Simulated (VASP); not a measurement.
Consider the following.

```
CELL_PARAMETERS angstrom
      3.68909     0.00000     0.00000
      0.00000     3.68909     0.00000
      0.00000     0.00000     3.68909
ATOMIC_POSITIONS crystal
  Al 0.00000 0.00000 0.00000
  N  0.50000 0.50000 0.50000
  Co 0.00000 0.50678 0.50000
  Co 0.50000 0.50000 0.00000
  Co 0.50000 0.00000 0.50000
```
Starting moments (μB, in the order of the record's atoms Al N Co Co Co): 0.0 0.1 0.8 0.8 0.8.

The numbers are results of PBEsol GGA, VASP's PBE PAW potentials (set 64) (plane waves; VASP), not measurements. Numerical set-up: 600 eV cut-off, 8×8×8 Γ-centred mesh, first-order Methfessel-Paxton smearing of 0.10 eV, potentials Al N Co.

The moments were started parallel, and other spin orders were not tried in this run.

Problem. Which forces act on the atoms, in eV/Å?

Solution. 
```
atom     Fx      Fy     Fz
----  -----  ------  -----
Al1   0.000   0.052  0.000
N2    0.000  -0.001  0.000
Co3   0.000  -0.136  0.000
Co4   0.000   0.003  0.000
Co5   0.000   0.083  0.000
```

Problem. Give the stress tensor in GPa (positive for a compressed cell).

Solution. 
```
-0.09   0.00   0.00
 0.00  -0.07   0.00
 0.00   0.00  -0.09
```
The pressure is its mean diagonal, -0.08 GPa.

The structure was generated: AlCo3N was put into the cubic-perovskite type (Pm-3m), which need not be its known phase. This cell was strained or had an atom moved on purpose.
